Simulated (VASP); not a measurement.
Consider the following.

```
YSe
1.0
    0.00000     2.87839     2.87839
    2.87839     0.00000     2.87839
    2.87839     2.87839     0.00000
Y Se
1 1
Direct
  0.50000   0.50000   0.50000
  0.00000   0.00000   0.00000
```

Computed with PBEsol GGA, VASP's PBE PAW potentials (set 64) (plane waves; VASP). Numerical set-up: 300 eV cut-off, 8×8×8 Γ-centred mesh, Gaussian smearing of 0.20 eV, potentials Y_sv Se.

At this cut-off the stress carries a Pulay error, which pulls relaxed volumes low.

### Question
Give the stress tensor in GPa (positive for a compressed cell).

### Answer

```
-2.73   0.00   0.00
 0.00  -2.73   0.00
 0.00   0.00  -2.73
```
The pressure is its mean diagonal, -2.73 GPa.

The structure comes from a computed database's YSe entry (Fm-3m); how it stands against other phases isn't given here. The cell was not relaxed at this level. The electron count is odd and the run is not spin-polarised, which forces a metal.
